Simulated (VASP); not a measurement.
An input for Ansatz (written as the equivalent of a VASP run, and not itself run):

Ansatz 0.2 input:
```yaml
crystal:
  lattice:
    - [2.0332675, -3.5217223, 0.0000000]
    - [2.0332675, 3.5217223, 0.0000000]
    - [0.0000000, 0.0000000, 6.8023090]
  atoms:
    - { symbol: Mg, position: [0.0000000, 0.0000000, 1.0000000] }
    - { symbol: I, position: [0.3333330, 0.6666670, 0.2439016] }
    - { symbol: I, position: [0.6666670, 0.3333330, 0.7560984] }
kpoints:
  mp_grid: { grid: [6, 6, 3] }
hamiltonian:
  xc: lda
  pseudopotentials: { kind: paw }
scf:
  occupations: { method: gaussian, width: 0.05 }
  max_iter: 100
relax:
  max_steps: 60
  f_tol: 0.02
  cell: {}
output: { forces: true, stress: true, eigenvalues: true }
```

### Question
Write the VASP files for the same calculation (LDA).

### Answer
One answer among several that fit: 
POSCAR:
```
MgI2
1
    2.0332675394    -3.5217222835    -0.0000000000
    2.0332675394     3.5217222835     0.0000000000
    0.0000000000     0.0000000000     6.8023089533
Mg I
1 2
Direct
  0.0000000000   0.0000000000   1.0000000000
  0.3333330000   0.6666670000   0.2439015856
  0.6666670000   0.3333330000   0.7560984144
```

### INCAR
```
SYSTEM  =  MgI2
PREC  =  Accurate; ENCUT  =  520; LREAL  =  F
LASPH  =  T
EDIFF  =  1E-6; NELM  =  100; ALGO  =  Normal
LMAXMIX  =  4
ISMEAR  =  0; SIGMA  =  0.05
IBRION  =  2; NSW  =  60; ISIF  =  3
EDIFFG  =  -0.02
LWAVE  =  F; LCHARG  =  F
```

KPOINTS:
```
Automatic mesh
0
G
  6 6 3
```

POTCAR, in this order: Mg I (LDA.64 set). Program: vasp_std.

The two are equivalent in intent, not identical: each code has its own PAW files, so the cut-off isn't converted (ENCUT is set for VASP's; basis.ecutwfc is left out, and Ansatz then takes the one that its files recommend); Ansatz stops its SCF on the density residual and VASP on the energy change (EDIFF); Ansatz's lda is the Perdew-Wang form, while the LDA potentials of VASP carry Perdew-Zunger's.

The compound is MgI2 in the 1T layered structure. This run relaxes it. Symmetry was kept, so distortions that lower it aren't found. The start is the result of an earlier pass.
